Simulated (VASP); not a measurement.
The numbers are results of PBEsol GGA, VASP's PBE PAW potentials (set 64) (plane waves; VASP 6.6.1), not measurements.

A VASP calculation is set up with these files.

### INCAR
```
SYSTEM  =  TiO2
PREC  =  Accurate; ENCUT  =  620; LREAL  =  .False.
LASPH  =  .True.
EDIFF  =  1E-6; NELM  =  100; ALGO  =  Normal
LMAXMIX  =  4
ISMEAR  =  0; SIGMA  =  0.05
GGA  =  PS
IBRION  =  2; NSW  =  40; ISIF  =  3
EDIFFG  =  -0.02
LWAVE  =  .False.; LCHARG  =  .False.
```

### POSCAR
```
TiO2
1.0
 -1.8883773616   1.8883773616   4.7658164225
  1.8883773616  -1.8883773616   4.7658164225
  1.8883773616   1.8883773616  -4.7658164225
Ti O
2 4
Cart
  0.0000000000   1.8883773616   2.3829082113
  0.0000000000   0.0000000000   0.0000000000
 -0.0000000000   1.8883773616   0.3998869065
 -0.0000000000   0.0000000000   7.5486115402
 -0.0000000000   0.0000000000   1.9830213048
  0.0000000000   1.8883773616   4.3659295160
```

KPOINTS:
```
Automatic mesh
0
Gamma
8 8 8
0 0 0
```

POTCAR, in this order: Ti_sv O (PBE.64 set). Program: vasp_std.

What VASP printed:

OUTCAR:
```
 ion  position               nearest neighbor table
   1  0.750  0.250  0.500-   4 1.93   5 1.93   4 1.93   5 1.93   3 1.98   6 1.98
   2  0.000  0.000  0.000-   3 1.93   6 1.93   3 1.93   6 1.93   5 1.98   4 1.98
   3  0.542  0.042  0.500-   2 1.93   2 1.93   1 1.98
   4  0.792  0.792  0.000-   1 1.93   1 1.93   2 1.98
   5  0.208  0.208  0.000-   1 1.93   1 1.93   2 1.98
   6  0.958  0.458  0.500-   2 1.93   2 1.93   1 1.98
  LATTYP: Found a body centered tetragonal cell.
 ALAT       =     3.7767547232
 C/A-ratio  =     2.5237627391
 Subroutine PRICEL returns:
 Original cell was already a primitive cell.
 Subroutine GETGRP returns: Found 16 space group operations
The static configuration has the point symmetry D_2d.
 The point group associated with its full space group is D_4h.
The dynamic configuration has the point symmetry D_2d.
 Subroutine INISYM returns: Found 16 space group operations
 Subroutine IBZKPT returns following result:
 Found     59 irreducible k-points:

 Following reciprocal coordinates:
            Coordinates               Weight
  0.000000  0.000000  0.000000      1.000000
  0.125000  0.000000  0.000000      8.000000
  0.250000  0.000000  0.000000      8.000000
  0.375000  0.000000  0.000000      8.000000
  0.500000  0.000000  0.000000      4.000000
  0.125000  0.125000  0.000000      8.000000
  0.250000  0.125000  0.000000     16.000000
  0.375000  0.125000  0.000000     16.000000
  0.500000  0.125000  0.000000     16.000000
 -0.375000  0.125000 -0.000000     16.000000
 -0.250000  0.125000  0.000000     16.000000
 -0.125000  0.125000  0.000000      4.000000
  0.250000  0.250000  0.000000      8.000000
  0.375000  0.250000  0.000000     16.000000
  0.500000  0.250000  0.000000     16.000000
 -0.375000  0.250000 -0.000000     16.000000
 -0.250000  0.250000  0.000000      4.000000
  0.375000  0.375000  0.000000      8.000000
  0.500000  0.375000  0.000000     16.000000
 -0.375000  0.375000  0.000000      4.000000
  0.500000  0.500000  0.000000      2.000000
  0.125000  0.125000  0.125000      8.000000
  0.250000  0.125000  0.125000     16.000000
  0.375000  0.125000  0.125000      8.000000
 -0.125000  0.125000  0.125000      4.000000
  0.250000  0.250000  0.125000      8.000000
  0.375000  0.250000  0.125000     16.000000
  0.500000  0.250000  0.125000      8.000000
 -0.250000  0.250000  0.125000      8.000000
 -0.125000  0.250000  0.125000      8.000000
  0.375000  0.375000  0.125000      4.000000
 -0.375000  0.375000  0.125000      8.000000
 -0.250000  0.375000  0.125000     16.000000
 -0.125000  0.375000  0.125000      8.000000
  0.500000  0.500000  0.125000      4.000000
 -0.375000  0.500000  0.125000     16.000000
 -0.250000  0.500000  0.125000     16.000000
 -0.125000  0.500000  0.125000      8.000000
 -0.375000 -0.375000  0.125000      8.000000
 -0.250000 -0.375000  0.125000     16.000000
   k-points           NKPTS =     59   k-points in BZ     NKDIM =     59   number of bands    NBANDS=     28
   number of dos      NEDOS =    301   number of ions     NIONS =      6
   total plane-waves  NPLWV = 110592
   dimension x,y,z NGX =    48 NGY =   48 NGZ =   48
   dimension x,y,z NGXF=    96 NGYF=   96 NGZF=   96
   ions per type =               2   4
   PREC   = accura    normal or accurate (medium, high low for compatibility)
   ISTART =      0    job   : 0-new  1-cont  2-samecut
   ICHARG =      2    charge: 1-file 2-atom 10-const
   ISPIN  =      1    spin polarized calculation?
   LNONCOLLINEAR =      F non collinear calculations
   LSORBIT =      F    spin-orbit coupling
   INIWAV =      1    electr: 0-lowe 1-rand  2-diag
...
```

OSZICAR:
```
       N       E                     dE             d eps       ncg     rms          rms(c)
DAV:   1     0.735206373862E+03    0.73521E+03   -0.27566E+04  3304   0.225E+03
DAV:   2     0.639461901046E+02   -0.67126E+03   -0.65054E+03  3488   0.618E+02
DAV:   3    -0.663211131166E+02   -0.13027E+03   -0.12676E+03  5204   0.228E+02
DAV:   4    -0.722403324478E+02   -0.59192E+01   -0.59124E+01  4620   0.533E+01
DAV:   5    -0.724772271629E+02   -0.23689E+00   -0.23682E+00  4732   0.885E+00    0.331E+01
DAV:   6    -0.567058812818E+02    0.15771E+02   -0.11119E+02  4256   0.103E+02    0.122E+01
DAV:   7    -0.563121208790E+02    0.39376E+00   -0.15316E+01  4324   0.311E+01    0.826E+00
DAV:   8    -0.563645615176E+02   -0.52441E-01   -0.34922E+00  4256   0.182E+01    0.377E+00
DAV:   9    -0.562233124561E+02    0.14125E+00   -0.14540E+00  4460   0.111E+01    0.118E+00
DAV:  10    -0.562299614009E+02   -0.66489E-02   -0.11557E-01  4064   0.262E+00    0.342E-01
DAV:  11    -0.562280976630E+02    0.18637E-02   -0.14621E-02  3976   0.820E-01    0.590E-02
DAV:  12    -0.562282858186E+02   -0.18816E-03   -0.13829E-03  4764   0.368E-01    0.114E-01
DAV:  13    -0.562281771513E+02    0.10867E-03   -0.69545E-04  4580   0.227E-01    0.138E-02
DAV:  14    -0.562281811323E+02   -0.39810E-05   -0.25476E-05  4240   0.418E-02    0.571E-03
DAV:  15    -0.562281813406E+02   -0.20831E-06   -0.76115E-07  2332   0.749E-03
   1 F= -.56228181E+02 E0= -.56228181E+02  d E =-.562282E+02
```

**OUTCAR**
```
------------------------ aborting loop because EDIFF is reached ----------------------------------------
  FORCE on cell =-STRESS in cart. coord.  units (eV):
  Direction    XX          YY          ZZ          XY          YZ          ZX
  --------------------------------------------------------------------------------------
  Total       -0.0787439     -0.0787439     -0.0043627      0.0000000      0.0000000      0.0000000
  in kB       -1.8558921     -1.8558921     -0.1028238      0.0000000      0.0000000      0.0000000
  external PRESSURE =      -1.2715360 kB  Pullay stress =       0.0000000 kB
  volume of cell :       67.98
      direct lattice vectors                 reciprocal lattice vectors
    -1.888377362  1.888377362  4.765816423     0.000000000  0.264777586  0.104913819
     1.888377362 -1.888377362  4.765816423     0.264777586  0.000000000  0.104913819
     1.888377362  1.888377362 -4.765816423     0.264777586  0.264777586  0.000000000
 POSITION                                       TOTAL-FORCE (eV/Angst)
 -----------------------------------------------------------------------------------
      0.00000      1.88838      2.38291         0.000000      0.000000     -0.000000
      0.00000      0.00000      0.00000         0.000000      0.000000     -0.000000
      0.00000      1.88838      0.39989        -0.000000      0.000000      0.016812
      0.00000      0.00000      7.54861         0.000000     -0.000000      0.016812
      0.00000      0.00000      1.98302         0.000000     -0.000000     -0.016812
      0.00000      1.88838      4.36593        -0.000000      0.000000     -0.016812
 -----------------------------------------------------------------------------------
    total drift:                                0.000000     -0.000000      0.000000
  FREE ENERGIE OF THE ION-ELECTRON SYSTEM (eV)
  ---------------------------------------------------
  free  energy   TOTEN  =       -56.2281813406 eV

  energy  without entropy=      -56.2281813406  energy(sigma->0) =      -56.22818134

 reached required accuracy - stopping structural energy minimisation
```
(Selected blocks of OUTCAR.)

The compound is TiO2 in the anatase structure, one of several forms; rutile is the usual stable one. It was relaxed first.
